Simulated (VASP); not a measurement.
Data:

```yaml
crystal:
  lattice:
    - [1.59122, -2.75608, 0.01591]
    - [1.59122, 2.75608, 0.01591]
    - [0.05180, 0.00000, 5.18010]
  atoms:
    - { symbol: Ga, position: [0.66667, 0.33333, 0.50003] }
    - { symbol: Ga, position: [0.33333, 0.66667, 0.00003] }
    - { symbol: N, position: [0.66667, 0.33333, 0.87697] }
    - { symbol: N, position: [0.33333, 0.66667, 0.37697] }
```

The numbers are results of PBEsol GGA, VASP's PBE PAW potentials (set 64) (plane waves; VASP), not measurements. Run with 600 eV cut-off, 8×8×4 Γ-centred mesh, Gaussian smearing of 0.050 eV, potentials Ga_d N.

Question: Give the stress tensor in GPa (positive for a compressed cell).

Answer: 
```
-0.22   0.00  -2.16
 0.00  -0.23   0.00
-2.16   0.00   0.00
```
The pressure is its mean diagonal, -0.15 GPa.

The compound is GaN in the wurtzite structure. This cell was strained or had an atom moved on purpose.
